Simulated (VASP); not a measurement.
# TiNi with PBEsol: from relaxation to properties, part 7 of 7

What structure does TiNi take at this level, and what are its properties? The start is a computed cell from the Materials Project.

VASP 6.6.1, plane waves and PAW; the level of theory is named at each step.

Still holding for the runs below: This run allows spin, but its moments start at zero, where symmetry between the spins tends to hold them, which is where the search above led.

So far. Step 19 (Volume scan with PBEsol, volume scale 1.06): The pressure falls from -6.44 to -9.19 GPa. The parabola predicted -8.80 GPa, +0.39 GPa off. Step 21 (Fit for PBEsol): The fit over cells of fixed shape and fractional positions puts the volume +0.50 % from the relaxed one. At a finite cutoff and mesh the minimum of the energy and the zero of the stress don't quite coincide, and the relaxation stops at a threshold. The relaxed cell has a = 2.964 Å (conventional setting).

### 22. Vibrations at Γ (PBEsol)

This step: PBEsol, zero-moment start; plane waves and PAW (Ti_sv, Ni) (VASP 6.6.1).

Zone-centre modes test whether the atoms sit at a minimum within this cell. IBRION = 8 takes the force constants from linear response, which needs tightly converged orbitals.

File INCAR:

```
SYSTEM = TiNi
PREC = Accurate
ENCUT = 400
EDIFF = 1E-08
NELM = 100
ISMEAR = 1
SIGMA = 0.2
LREAL = .FALSE.
ALGO = Normal
GGA = PS
NBANDS = 18
ISPIN = 2
MAGMOM = -0 -0
LASPH = .TRUE.
LMAXMIX = 4
LORBIT = 11
LWAVE = .FALSE.
LCHARG = .FALSE.
KPAR = 4
IBRION = 8
ISIF = 2
```

File POSCAR:

```
TiNi
1.0
    2.9637845603      0.0000000000      0.0000000000
    0.0000000000      2.9637845603      0.0000000000
    0.0000000000      0.0000000000      2.9637845603
Ti Ni
1 1
Direct
    0.5000000000      0.5000000000      0.5000000000
    0.0000000000      0.0000000000      0.0000000000
```

File KPOINTS:

```
Automatic mesh
0
Gamma
13 13 13
0 0 0
```

Potentials, in the order of the species: Ti_sv and Ni (PBE family, release 64).

Command:

```console
$ mpirun -np 4 vasp_std
```

Log:

```text
[... set-up lines as in an earlier step ...]
 entering main loop
       N       E                     dE             d eps       ncg     rms          rms(c)
DAV:   1     0.151102610869E+03    0.15110E+03   -0.94357E+03  6264   0.135E+03
DAV:   2    -0.456214513982E+01   -0.15566E+03   -0.15144E+03  6134   0.326E+02
DAV:   3    -0.172910176981E+02   -0.12729E+02   -0.12546E+02  9334   0.897E+01
DAV:   4    -0.178009231896E+02   -0.50991E+00   -0.50675E+00  7210   0.149E+01
DAV:   5    -0.178165043903E+02   -0.15581E-01   -0.15576E-01  7198   0.261E+00    0.144E+01
DAV:   6    -0.161099422368E+02    0.17066E+01   -0.14524E+01  6538   0.587E+01    0.891E+00
DAV:   7    -0.165387955547E+02   -0.42885E+00   -0.13429E+01  7578   0.467E+01    0.158E+01
DAV:   8    -0.152144225648E+02    0.13244E+01   -0.89694E+00  7624   0.310E+01    0.170E+00
DAV:   9    -0.152084623169E+02    0.59602E-02   -0.25014E-01  8802   0.616E+00    0.143E+00
DAV:  10    -0.152014415311E+02    0.70208E-02   -0.36914E-02  7650   0.253E+00    0.414E-01
DAV:  11    -0.152005653372E+02    0.87619E-03   -0.26728E-03  8314   0.545E-01    0.183E-01
DAV:  12    -0.152003166249E+02    0.24871E-03   -0.94349E-04  8154   0.323E-01    0.209E-02
DAV:  13    -0.152003166793E+02   -0.54457E-07   -0.38985E-05  6328   0.648E-02    0.143E-02
DAV:  14    -0.152003162949E+02    0.38441E-06   -0.51251E-07  7738   0.699E-03    0.105E-02
DAV:  15    -0.152003155203E+02    0.77461E-06   -0.21291E-06  9548   0.176E-02    0.145E-03
DAV:  16    -0.152003154292E+02    0.91143E-07   -0.74036E-08  6718   0.251E-03    0.619E-04
DAV:  17    -0.152003154224E+02    0.67553E-08   -0.47901E-09  3310   0.778E-04
   1 F= -.15200315E+02 E0= -.15202872E+02  d E =0.766971E-02  mag=    -0.0000
 Linear response reoptimize wavefunctions to high precision
DAV:   1    -0.152003154321E+02   -0.96552E-08   -0.16119E-09  3556   0.402E-04
DAV:   2    -0.152003154321E+02   -0.25011E-10   -0.29159E-10  3164   0.206E-04
 Linear response DOF=           2
 Linear response progress:
  Degree of freedom:   1/  2
       N       E                     dE             d eps       ncg     rms          rms(c)
RMM:   1    -0.655868522251E+00   -0.65587E+00    0.30024E+01 14407   0.133E+02
RMM:   2    -0.593545243270E+00    0.62323E-01   -0.41521E-01 25223   0.501E+00    0.267E-01
RMM:   3    -0.593239747703E+00    0.30550E-03   -0.21787E-02 26826   0.131E+00    0.124E-01
RMM:   4    -0.593668768145E+00   -0.42902E-03   -0.88141E-03 31142   0.545E-01    0.262E-02
RMM:   5    -0.594388351912E+00   -0.71958E-03   -0.14103E-03 28670   0.197E-01    0.237E-02
RMM:   6    -0.595135375543E+00   -0.74702E-03   -0.34974E-04 29325   0.905E-02    0.947E-03
RMM:   7    -0.595682190190E+00   -0.54681E-03   -0.78129E-05 30470   0.429E-02    0.325E-03
RMM:   8    -0.595799037968E+00   -0.11685E-03   -0.23813E-05 32426   0.194E-02    0.199E-03
RMM:   9    -0.595903994949E+00   -0.10496E-03   -0.10668E-05 30672   0.996E-03    0.457E-04
RMM:  10    -0.595917057583E+00   -0.13063E-04   -0.67775E-06 33723   0.503E-03    0.272E-04
RMM:  11    -0.595931597016E+00   -0.14539E-04   -0.44870E-06 30650   0.299E-03    0.122E-04
RMM:  12    -0.595929704953E+00    0.18921E-05   -0.35500E-06 32231   0.184E-03    0.163E-05
RMM:  13    -0.595930109158E+00   -0.40420E-06   -0.28992E-06 33880   0.129E-03    0.207E-05
RMM:  14    -0.595927981233E+00    0.21279E-05   -0.25173E-06 29939   0.989E-04    0.891E-05
RMM:  15    -0.595930787902E+00   -0.28067E-05   -0.20423E-06 28950   0.806E-04    0.252E-05
RMM:  16    -0.595931261160E+00   -0.47326E-06   -0.18188E-06 31405   0.652E-04    0.167E-05
RMM:  17    -0.595931332075E+00   -0.70915E-07   -0.15320E-06 32713   0.548E-04    0.186E-05
RMM:  18    -0.595931589605E+00   -0.25753E-06   -0.12795E-06 30557   0.476E-04    0.154E-05
RMM:  19    -0.595931672881E+00   -0.83276E-07   -0.12477E-06 32183   0.416E-04    0.149E-05
RMM:  20    -0.595931809617E+00   -0.13674E-06   -0.11218E-06 30477   0.372E-04    0.123E-05
RMM:  21    -0.595931825471E+00   -0.15854E-07   -0.96507E-07 31626   0.333E-04    0.118E-05
RMM:  22    -0.595931848691E+00   -0.23221E-07   -0.84701E-07 31836   0.300E-04    0.119E-05
RMM:  23    -0.595931863332E+00   -0.14641E-07   -0.72682E-07 28674   0.273E-04    0.141E-05
 first order change of Fermi-energy  -0.78449E-03
 force on displaced ion       1 direction 1 :  -4.559   0.000  -0.000
 Linear response progress:
  Degree of freedom:   2/  2
       N       E                     dE             d eps       ncg     rms          rms(c)
RMM:   1    -0.183974688071E+00   -0.18397E+00   -0.91816E-02 28437   0.372E+00
RMM:   2    -0.183298589796E+00    0.67610E-03   -0.46162E-03 25543   0.580E-01    0.153E-01
RMM:   3    -0.183172953676E+00    0.12564E-03   -0.45742E-04 28125   0.146E-01    0.944E-02
RMM:   4    -0.183658102000E+00   -0.48515E-03   -0.35744E-04 27501   0.127E-01    0.371E-02
RMM:   5    -0.183653059252E+00    0.50427E-05   -0.41443E-05 26243   0.561E-02    0.840E-03
RMM:   6    -0.183628827764E+00    0.24231E-04   -0.97984E-06 29768   0.191E-02    0.431E-03
RMM:   7    -0.183627598139E+00    0.12296E-05   -0.18258E-06 29762   0.809E-03    0.991E-04
RMM:   8    -0.183622186357E+00    0.54118E-05   -0.49763E-07 33469   0.310E-03    0.313E-04
RMM:   9    -0.183618254878E+00    0.39315E-05   -0.49893E-08 32061   0.135E-03    0.652E-05
RMM:  10    -0.183617825491E+00    0.42939E-06   -0.62320E-09 33140   0.632E-04    0.341E-05
RMM:  11    -0.183617570053E+00    0.25544E-06    0.26678E-08 32170   0.321E-04    0.116E-05
RMM:  12    -0.183617491023E+00    0.79030E-07   -0.15815E-08 33511   0.166E-04    0.479E-06
RMM:  13    -0.183617537878E+00   -0.46855E-07   -0.55850E-09 31506   0.933E-05    0.204E-06
RMM:  14    -0.183617548456E+00   -0.10577E-07    0.18667E-08 33065   0.541E-05    0.200E-06
RMM:  15    -0.183617538122E+00    0.10334E-07   -0.41119E-09 30201   0.351E-05    0.641E-07
RMM:  16    -0.183617535403E+00    0.27193E-08    0.11762E-08 26818   0.227E-05    0.250E-07
 first order change of Fermi-energy   0.70273E-03
 force on displaced ion       2 direction 1 :  -4.552  -0.000   0.000
 Linear response finished
```

Elapsed: 71 s, on 4 MPI ranks of AMD EPYC 9R45, shared host; peak memory 1.2 GiB; 4.7 min of CPU time.

From OUTCAR (step 22):

```text
   k-points           NKPTS =     84   k-points in BZ     NKDIM =     84   number of bands    NBANDS=     18

   NELECT =      22.0000    total number of electrons

  Total        0.0344871      0.0344871      0.0344871     -0.0000000      0.0000000     -0.0000000
  in kB        2.1224007      2.1224007      2.1224007     -0.0000000      0.0000000     -0.0000000
  external PRESSURE =       2.1224007 kB  Pullay stress =       0.0000000 kB

 Eigenvectors and eigenvalues of the dynamical matrix
 ----------------------------------------------------

   1 f  =    6.498124 THz    40.828915 2PiTHz  216.754071 cm-1    26.874068 meV
             X         Y         Z           dx          dy          dz
      1.481892  1.481892  1.481892    -0.080179    0.737998   -0.000000
      0.000000  0.000000  0.000000     0.072368   -0.666102    0.000000

   2 f  =    6.498124 THz    40.828915 2PiTHz  216.754071 cm-1    26.874068 meV
             X         Y         Z           dx          dy          dz
      1.481892  1.481892  1.481892    -0.737998   -0.080179    0.000000
      0.000000  0.000000  0.000000     0.666102    0.072368    0.000000

   3 f  =    6.498124 THz    40.828915 2PiTHz  216.754071 cm-1    26.874068 meV
             X         Y         Z           dx          dy          dz
      1.481892  1.481892  1.481892     0.000000   -0.000000   -0.742341
      0.000000  0.000000  0.000000     0.000000   -0.000000    0.670022

   4 f/i=    0.002303 THz     0.014468 2PiTHz    0.076807 cm-1     0.009523 meV
             X         Y         Z           dx          dy          dz
      1.481892  1.481892  1.481892    -0.032358    0.146659    0.652973
      0.000000  0.000000  0.000000    -0.035851    0.162489    0.723452

   5 f/i=    0.002303 THz     0.014468 2PiTHz    0.076807 cm-1     0.009523 meV
             X         Y         Z           dx          dy          dz
      1.481892  1.481892  1.481892    -0.654286   -0.144358    0.000000
      0.000000  0.000000  0.000000    -0.724907   -0.159939    0.000000

   6 f/i=    0.002303 THz     0.014468 2PiTHz    0.076807 cm-1     0.009523 meV
             X         Y         Z           dx          dy          dz
      1.481892  1.481892  1.481892     0.140685   -0.637637    0.150187
      0.000000  0.000000  0.000000     0.155870   -0.706461    0.166397

 ELASTIC MODULI CONTR FROM IONIC RELAXATION (kBar)
 Direction    XX          YY          ZZ          XY          YZ          ZX
 --------------------------------------------------------------------------------
 XX           0.0000      0.0000      0.0000      0.0000      0.0000      0.0000
 YY           0.0000      0.0000      0.0000      0.0000      0.0000      0.0000
 ZZ           0.0000      0.0000      0.0000      0.0000      0.0000      0.0000
 XY           0.0000      0.0000      0.0000      0.0000      0.0000      0.0000
 YZ           0.0000      0.0000      0.0000      0.0000      0.0000      0.0000
 ZX           0.0000      0.0000      0.0000      0.0000      0.0000      0.0000
 --------------------------------------------------------------------------------

 magnetization (x)
# of ion       s       p       d       tot
------------------------------------------
    1       -0.000  -0.000  -0.000  -0.000
    2       -0.000  -0.000   0.000  -0.000
--------------------------------------------------
tot         -0.000  -0.000  -0.000  -0.000

[... 7 parts as in an earlier step ...]

[... 4 further parts left out ...]
```

Energies printed during the response cycles are not total energies of the cell.

Numbers from this step:

- irreducible k-points: 84
- pressure of the cell: 0.2122 GPa
- largest force of the cell: 0 eV/Å
- Fermi energy: 9.795 eV

The modes at Γ (shares of kinetic energy by element, %):

```csv
mode,frequency (cm⁻¹),symmetry,Ti %,Ni %
1,-0.1,acoustic,45,55
2,-0.1,acoustic,45,55
3,-0.1,acoustic,45,55
4,216.8,T1u,55,45
5,216.8,T1u,55,45
6,216.8,T1u,55,45
```

Displacements in mode 5 (216.8 cm⁻¹), the largest set to 1:
```
Ti1 -1.00 -0.11  0.00
Ni2  0.82  0.09  0.00
```

The three acoustic modes lie within 0.1 cm⁻¹ of zero, and all others are real. By the characters of their eigenvectors the optical modes sort into (cm⁻¹) infrared active: T1u 217.

### 23. Summary of results

| Item | Value |
| --- | --- |
| relaxed volume | 13.02 Å³/atom |
| relaxed conventional cell a, b, c | 2.964, 2.964, 2.964 Å |
| space group after relaxing, within 0.02 Å | Pm-3m (No. 221) |
| moment of the cell | 0 μB |
| band gap | none, a metal |
| DOS at the Fermi level | 2.48 states/eV/cell |
| bulk modulus from the fit | 175 GPa |
| volume from the fit | 13.1 Å³/atom |
| highest zone-centre mode | 217 cm⁻¹ |

With PBEsol, TiNi relaxes to 13.02 Å³/atom in space group Pm-3m (held by the symmetry of the run), comes out as a metal and has a bulk modulus of 175 GPa. At PBEsol the magnetic starts gave no state below the non-magnetic one; other levels were not tested for magnetism. Band structure (PBEsol): Of the bands kept, 2 cross the Fermi level on this path. Vibrations at Γ (PBEsol): The highest mode in this list at Γ, 216.8 cm⁻¹, has its largest share on Ti (55 % of the kinetic energy). The k-sampling is coarse for a metal, so the Fermi level, pressures and the shape of the cell carry errors. Modes at Γ alone can't show that the crystal is stable at other wave vectors. No search among competing phases was made, and a listed structure need not be the one stable at ambient conditions. All values are for a static lattice at zero temperature.

[Lines on the potential files, build, host, timing and source positions are cut from VASP's logs without a mark.]

[Logs are printed without paths, hosts, clocks, repeated set-up lines and the standing remarks that a program may print on its own settings, such as how far it seeks lower states.]

[Hosts, paths, dates, database ids (printed as entryN), source tags and the programs' standing remarks are cut or masked in the printed files.]

[A measured line is paired with the nearest computed mode of its activity, which favours agreement.]

[In band tables of VASP the shares of atoms and orbitals are scaled to a sum of 1 inside the atoms' spheres.]
